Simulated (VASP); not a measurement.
These are HSE06 screened hybrid, VASP's PBE PAW potentials (set 64) (plane waves; VASP) values and carry that method's errors.

Input for VASP

### POSCAR
```
Si
1
    0.0000000000     2.7218500000     2.7218500000
    2.7218500000     0.0000000000     2.7218500000
    2.7218500000     2.7218500000     0.0000000000
Si
2
Direct
  0.2500000000   0.2500000000   0.2500000000
  0.0000000000   0.0000000000   0.0000000000
```

**KPOINTS**
```
Automatic mesh
0
Gamma
4 4 4
0 0 0
```

INCAR:
```
# general
SYSTEM   = Si
PREC     = Accurate
ENCUT    = 300   # plane-wave cut-off (eV)
LREAL    = .FALSE.   # projection in real space or not
LASPH    = .TRUE.   # aspherical one-centre terms
ISYM     = 3

# electronic loop
EDIFF    = 1E-6
NELM     = 100   # most electronic steps
ALGO     = Normal   # blocked Davidson

# smearing
ISMEAR   = 0
SIGMA    = 0.01   # width (eV)

# functional
GGA      = PE
LHFCALC  = .TRUE.
AEXX     = 0.25
HFSCREEN = 0.2   # 1/Angstrom
PRECFOCK = Fast

# ions
ISIF     = 2   # forces and stress, cell fixed

# output
LWAVE    = .FALSE.
LCHARG   = .FALSE.
```

POTCAR, in this order: Si (PBE.64 set). Program: vasp_std.

The resulting files:

**OUTCAR**
```
 ion  position               nearest neighbor table
   1  0.250  0.250  0.250-   2 2.36   2 2.36   2 2.36   2 2.36
   2  0.000  0.000  0.000-   1 2.36   1 2.36   1 2.36   1 2.36
  LATTYP: Found a face centered cubic cell.
 ALAT       =     5.4437000000
 Subroutine PRICEL returns:
 Original cell was already a primitive cell.
 Subroutine GETGRP returns: Found 48 space group operations
The static configuration has the point symmetry T_d .
 The point group associated with its full space group is O_h .
The dynamic configuration has the point symmetry T_d .
 Subroutine INISYM returns: Found 48 space group operations
 Subroutine IBZKPT returns following result:
 Found      8 irreducible k-points:

 Following reciprocal coordinates:
            Coordinates               Weight
  0.000000  0.000000  0.000000      1.000000
  0.250000  0.000000  0.000000      8.000000
  0.500000  0.000000  0.000000      4.000000
  0.250000  0.250000  0.000000      6.000000
  0.500000  0.250000  0.000000     24.000000
 -0.250000  0.250000  0.000000     12.000000
  0.500000  0.500000  0.000000      3.000000
 -0.250000  0.500000  0.250000      6.000000
 Subroutine IBZKPT_HF returns following result:
   k-points           NKPTS =      8   k-points in BZ     NKDIM =     64   number of bands    NBANDS=      8
   number of dos      NEDOS =    301   number of ions     NIONS =      2
   total plane-waves  NPLWV =  13824
   dimension x,y,z NGX =    24 NGY =   24 NGZ =   24
   dimension x,y,z NGXF=    48 NGYF=   48 NGZF=   48
   ions per type =               2
   PREC   = accura    normal or accurate (medium, high low for compatibility)
   ISTART =      0    job   : 0-new  1-cont  2-samecut
   ICHARG =      2    charge: 1-file 2-atom 10-const
   ISPIN  =      1    spin polarized calculation?
   LNONCOLLINEAR =      F non collinear calculations
   LSORBIT =      F    spin-orbit coupling
   INIWAV =      1    electr: 0-lowe 1-rand  2-diag
   ENCUT  =  300.0 eV  22.05 Ry    4.70 a.u.   5.44  5.44  5.44*2*pi/ulx,y,z
...
```

### OSZICAR
```
       N       E                     dE             d eps       ncg     rms          rms(c)
DAV:   1    -0.255540304435E+03   -0.25554E+03   -0.24296E+03   128   0.481E+02
DAV:   2    -0.267207344788E+03   -0.11667E+02   -0.11165E+02   232   0.631E+01
DAV:   3    -0.267328148284E+03   -0.12080E+00   -0.12081E+00   128   0.820E+00
DAV:   4    -0.267328818905E+03   -0.67062E-03   -0.67078E-03   216   0.730E-01
DAV:   5    -0.128116221501E+02    0.25452E+03   -0.20710E+00   128   0.959E+00    0.768E+00
DAV:   6    -0.125332941694E+02    0.27833E+00   -0.20394E-01   152   0.262E+00    0.512E+00
DAV:   7    -0.124448050269E+02    0.88489E-01   -0.89770E-02   136   0.168E+00    0.313E+00
DAV:   8    -0.124217895640E+02    0.23015E-01   -0.31067E-02   144   0.102E+00    0.181E+00
DAV:   9    -0.124162045528E+02    0.55850E-02   -0.85666E-03   152   0.559E-01    0.102E+00
DAV:  10    -0.124149323917E+02    0.12722E-02   -0.21942E-03   144   0.299E-01    0.569E-01
DAV:  11    -0.124147111909E+02    0.22120E-03   -0.59936E-04   160   0.159E-01    0.312E-01
DAV:  12    -0.124147169534E+02   -0.57625E-05   -0.17385E-04   152   0.898E-02    0.169E-01
DAV:  13    -0.124147567460E+02   -0.39793E-04   -0.59381E-05   160   0.548E-02    0.921E-02
DAV:  14    -0.124147863905E+02   -0.29645E-04   -0.22967E-05   144   0.357E-02    0.492E-02
DAV:  15    -0.124148043493E+02   -0.17959E-04   -0.94549E-06   144   0.233E-02    0.269E-02
DAV:  16    -0.124148141744E+02   -0.98251E-05   -0.41195E-06   144   0.156E-02    0.152E-02
DAV:  17    -0.124148192877E+02   -0.51133E-05   -0.18658E-06   152   0.106E-02    0.892E-03
DAV:  18    -0.124148217597E+02   -0.24720E-05   -0.86548E-07   120   0.731E-03    0.555E-03
DAV:  19    -0.124148230062E+02   -0.12465E-05   -0.39319E-07    96   0.495E-03    0.363E-03
DAV:  20    -0.124148236247E+02   -0.61849E-06   -0.20015E-07    80   0.366E-03
   1 F= -.12414824E+02 E0= -.12414824E+02  d E =-.846911E-18
```

**OUTCAR**
```
------------------------ aborting loop because EDIFF is reached ----------------------------------------
  FORCE on cell =-STRESS in cart. coord.  units (eV):
  Direction    XX          YY          ZZ          XY          YZ          ZX
  --------------------------------------------------------------------------------------
  Total       -0.0091608     -0.0091608     -0.0091608     -0.0000000     -0.0000000     -0.0000000
  in kB       -0.3639336     -0.3639336     -0.3639336     -0.0000000     -0.0000000     -0.0000000
  external PRESSURE =      -0.3639336 kB  Pullay stress =       0.0000000 kB
  volume of cell :       40.33
      direct lattice vectors                 reciprocal lattice vectors
     0.000000000  2.721850000  2.721850000    -0.183698587  0.183698587  0.183698587
     2.721850000  0.000000000  2.721850000     0.183698587 -0.183698587  0.183698587
     2.721850000  2.721850000  0.000000000     0.183698587  0.183698587 -0.183698587
 POSITION                                       TOTAL-FORCE (eV/Angst)
 -----------------------------------------------------------------------------------
      1.36092      1.36092      1.36092        -0.000000     -0.000000      0.000000
      0.00000      0.00000      0.00000         0.000000      0.000000     -0.000000
 -----------------------------------------------------------------------------------
    total drift:                                0.000000     -0.000000      0.000000
  FREE ENERGIE OF THE ION-ELECTRON SYSTEM (eV)
  ---------------------------------------------------
  free  energy   TOTEN  =       -12.4148236247 eV

  energy  without entropy=      -12.4148236247  energy(sigma->0) =      -12.41482362

  exchange ACFDT corr.  =         0.00000000  see jH, gK, PRB 81, 115126
```
(Selected blocks of OUTCAR.)

The structure comes from a computed database's Si entry; how it stands against other phases isn't given here. The cell was not relaxed at this level. The k-mesh is coarse (spacing up to 0.50 per Å, 2π included), so the numbers may not be converged in it. The run is one of a series of settings (AEXX = 0.25, HFSCREEN = 0.2, ISYM = 3, LHFCALC = .TRUE., PRECFOCK = Fast, KPOINTS 4×4×4 Γ-centred mesh against the base run), some of them coarse on purpose.
